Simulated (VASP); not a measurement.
# W: single point with r2SCAN+rVV10

W:

```xyz
1
Lattice="-1.5836 1.5836 1.5836 1.5836 -1.5836 1.5836 1.5836 1.5836 -1.5836" Properties=species:S:1:pos:R:3 pbc="T T T"
W     0.0000    0.0000    0.0000
```

* Program: VASP 6.6.1
* Task: single point
* Functional: r2SCAN
* Dispersion: rVV10
* Potentials or basis: VASP PAW PBE potentials, release 64 (W_sv)
* Cutoff: 520 eV
* k mesh: 18 × 18 × 18
* Occupations: gaussian, width 0.1 eV
* Spin: no spin polarisation
* Further INCAR settings: ALGO = Normal; EDIFF = 1e-07

- Pressure: 0.0 GPa
- Band gap on the k mesh: none (metal or under the smearing width)

Levels at points of the mesh, in eV from the Fermi level:
```csv
k point,band 3,band 4,band 5,band 6,band 7,band 8,band 9,band 10,band 11
"(0.00, 0.00, 0.00)",-38.95,-38.95,-10.13,-1.27,-1.27,-1.27,2.57,2.57,15.25
"(0.50, 0.00, 0.00)",-39.39,-38.96,-6.55,-3.73,0.51,2.41,3.46,6.34,11.64
"(0.50, 0.50, 0.50)",-39.90,-39.90,-6.00,-6.00,5.34,5.34,5.34,8.52,8.52
```

Wall time 94 s on 1 thread of Intel(R) Xeon(R) 6975P-C (Granite Rapids), on a shared host, peak memory 0.21 GiB.

Caveat: the PAW data sets were made with another functional, which shifts forces and pressure a little. Spin-orbit coupling is left out, which matters for the levels of W.
